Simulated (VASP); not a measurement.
Consider the following.

```
InPd
1.0
    3.21234     0.00000     0.00000
    0.00000     3.21234     0.00000
    0.00000     0.00000     3.21234
In Pd
1 1
Cartesian
  1.60617   1.60617   1.60617
  0.00000   0.00000   0.00000
```

Method: PBEsol GGA, VASP's PBE PAW potentials (set 64) (plane waves; VASP). Run with 500 eV cut-off, 11×11×11 Γ-centred mesh, first-order Methfessel-Paxton smearing of 0.10 eV, potentials In_d Pd.

Energy and stress use the plane-wave basis of the starting cell.

**Question.** The ions, cell shape and volume at an external pressure of 10.0 GPa are relaxed. Give the cell that the relaxation ends in.

**Answer.** 
```
InPd
1.0
    3.18245     0.00000     0.00000
    0.00000     3.18245     0.00000
    0.00000     0.00000     3.18245
In Pd
1 1
Direct
  0.50000   0.50000   0.50000
  0.00000   0.00000   0.00000
```
Space group Pm-3m (221), at a tolerance of 0.03 Å.

**Question.** How do energy and volume change from the first to the last step?

**Answer.** The energy (σ→0) changes by +21.1 meV/atom and the volume by -2.8 %, in 3 ionic steps.

The compound is PdIn in the CsCl type structure. This run relaxes it under an external pressure of 10 GPa. Symmetry was kept, so distortions that lower it aren't found. The electron count is odd and the run is not spin-polarised, which forces a metal.
